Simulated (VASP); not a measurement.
These are rev-vdW-DF2, VASP's PBE PAW potentials (set 64) (plane waves; VASP 6.6.1) values and carry that method's errors.

The input files of a VASP run:

File KPOINTS:
```
Automatic mesh
0
Gamma
19 19 19
0 0 0
```

File POSCAR:
```
Cu
1
    0.0000000000     1.8028051306     1.8028051306
    1.8028051306    -0.0000000000     1.8028051306
    1.8028051306     1.8028051306    -0.0000000000
Cu
1
Direct
  0.0000000000   1.0000000000   0.0000000000
```

INCAR:
```
# general
SYSTEM   = Cu
PREC     = Accurate
ENCUT    = 520
LREAL    = F
LASPH    = T

# electronic loop
EDIFF    = 1E-7
NELM     = 100
ALGO     = Normal
LMAXMIX  = 4

# smearing
ISMEAR   = -5

# functional
GGA      = MK
LUSE_VDW = T
AGGAC    = 0.0
PARAM1   = 0.1234568
PARAM2   = 0.7114
ZAB_VDW  = -1.8867

# ions
ISIF     = 2

# output
LWAVE    = F
LCHARG   = T
LORBIT   = 11
NEDOS    = 601
```

POTCAR, in this order: Cu (PBE.64 set). Program: vasp_std.

Q: What does the run give for the energy per atom (σ→0), band gap (on the k-mesh)?

A: 
```json
{
 "energy per atom (σ→0)": "-1.212 eV/atom",
 "band gap (on the k-mesh)": "none (metal, semimetal or under 0.01 eV)"
}
```

File OSZICAR:
```
...
DAV:   7    -0.122477017007E+01    0.35783E+00   -0.25702E+00  4223   0.375E+01    0.560E-01
DAV:   8    -0.121349470498E+01    0.11275E-01   -0.52510E-03  4358   0.136E+00    0.301E-01
DAV:   9    -0.121184838651E+01    0.16463E-02   -0.10496E-02  4432   0.221E+00    0.270E-02
DAV:  10    -0.121185618522E+01   -0.77987E-05   -0.44607E-05  5854   0.132E-01    0.671E-03
DAV:  11    -0.121185646560E+01   -0.28038E-06   -0.62890E-07  4502   0.130E-02    0.600E-04
DAV:  12    -0.121185659949E+01   -0.13389E-06   -0.40620E-08  2567   0.368E-03    0.178E-04
DAV:  13    -0.121185665070E+01   -0.51206E-07   -0.45589E-09  2203   0.135E-03
   1 F= -.12118567E+01 E0= -.12118567E+01  d E =0.000000E+00
```

The compound is Cu in the fcc structure. It was relaxed first.
